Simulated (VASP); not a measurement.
Computed with PBEsol GGA, VASP's PBE PAW potentials (set 64) (plane waves; VASP).

The input files of a VASP run:

KPOINTS:
```
Automatic mesh
0
Gamma
11 11 11
0 0 0
```

INCAR:
```
SYSTEM = MgO
PREC = Accurate
ENCUT = 620
EDIFF = 1E-6
NELM = 100
ALGO = Normal
LREAL = .FALSE.
LASPH = .TRUE.
ISMEAR = 0
SIGMA = 0.05
GGA = PS
LWAVE = .FALSE.
LCHARG = .FALSE.
IBRION = 2
ISIF = 3
NSW = 40
EDIFFG = -0.02
PSTRESS = 200
```

### POSCAR
```
MgO
1
   -0.0000000000     2.0345477222     2.0345477222
    2.0345477222    -0.0000000000     2.0345477222
    2.0345477222     2.0345477222     0.0000000000
Mg O
1 1
Direct
  0.0000000000   0.0000000000   0.0000000000
  0.5000000000   0.5000000000   0.5000000000
```

POTCAR, in this order: Mg O (PBE.64 set). Program: vasp_std.

What VASP printed:

**OSZICAR**
```
       N       E                     dE             d eps       ncg     rms          rms(c)
DAV:   1     0.141034944943E+02    0.14103E+02   -0.55286E+03  1040   0.105E+03
DAV:   2    -0.134792507762E+02   -0.27583E+02   -0.27245E+02  1064   0.150E+02
DAV:   3    -0.138360250139E+02   -0.35677E+00   -0.35677E+00  1192   0.191E+01
DAV:   4    -0.138365870529E+02   -0.56204E-03   -0.56204E-03  1232   0.701E-01
DAV:   5    -0.138365873260E+02   -0.27312E-06   -0.27312E-06  1216   0.105E-02    0.682E+00
DAV:   6    -0.124465779897E+02    0.13900E+01   -0.82000E+00   896   0.209E+01    0.211E+00
DAV:   7    -0.124223952294E+02    0.24183E-01   -0.26113E-02   984   0.220E+00    0.126E+00
DAV:   8    -0.124095325333E+02    0.12863E-01   -0.15149E-02   944   0.197E+00    0.114E-01
DAV:   9    -0.124095062697E+02    0.26264E-04   -0.22545E-04  1296   0.136E-01    0.569E-02
DAV:  10    -0.124095423889E+02   -0.36119E-04   -0.30830E-05   920   0.662E-02    0.282E-03
DAV:  11    -0.124095422426E+02    0.14635E-06   -0.88415E-07   912   0.748E-03
   1 F= -.10306960E+02 E0= -.10306960E+02  d E =-.103070E+02
```

OUTCAR:
```
------------------------ aborting loop because EDIFF is reached ----------------------------------------
  FORCE on cell =-STRESS in cart. coord.  units (eV):
  Direction    XX          YY          ZZ          XY          YZ          ZX
  --------------------------------------------------------------------------------------
  Total        2.1003859      2.1003859      2.1003859      0.0000000     -0.0000000      0.0000000
  in kB      199.7910529    199.7910529    199.7910529      0.0000000     -0.0000000      0.0000000
  external PRESSURE =      -0.2089471 kB  Pullay stress =     200.0000000 kB
  volume of cell :       16.84
      direct lattice vectors                 reciprocal lattice vectors
     0.000000000  2.034547722  2.034547722    -0.245754865  0.245754865  0.245754865
     2.034547722  0.000000000  2.034547722     0.245754865 -0.245754865  0.245754865
     2.034547722  2.034547722  0.000000000     0.245754865  0.245754865 -0.245754865
  FREE ENERGIE OF THE ION-ELECTRON SYSTEM (eV)
  ---------------------------------------------------
  free  energy   TOTEN  =       -12.4095422426 eV

  energy  without entropy=      -12.4095422426  energy(sigma->0) =      -12.40954224
  enthalpy is  TOTEN    =       -10.3069597098 eV   P V=        2.1025825328

 reached required accuracy - stopping structural energy minimisation
```
(Selected blocks of OUTCAR.)

The structure was generated: MgO was put into the rock salt type (Fm-3m), which need not be its known phase. It was relaxed first under an external pressure of 20 GPa.
